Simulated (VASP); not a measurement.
```
SrTe
1.0
    0.00000     3.31411     3.31411
    3.31411     0.00000     3.31411
    3.31411     3.31411     0.00000
Sr Te
1 1
Direct
  0.00000   0.00000   0.00000
  0.50000   0.50000   0.50000
```

Level of theory: revTPSS meta-GGA, VASP's PBE PAW potentials (set 64) (plane waves; VASP). Settings: 520 eV cut-off, 7×7×7 Γ-centred mesh, Gaussian smearing of 0.050 eV, potentials Sr_sv Te.

### Question
Give the stress tensor in GPa (positive for a compressed cell).

### Answer

```
1.08  0.00  0.00
0.00  1.08  0.00
0.00  0.00  1.08
```
The pressure is its mean diagonal, 1.08 GPa.

The compound is SrTe in the rock salt structure. This cell is one point of a volume scan, at 0.97 of the reference volume.
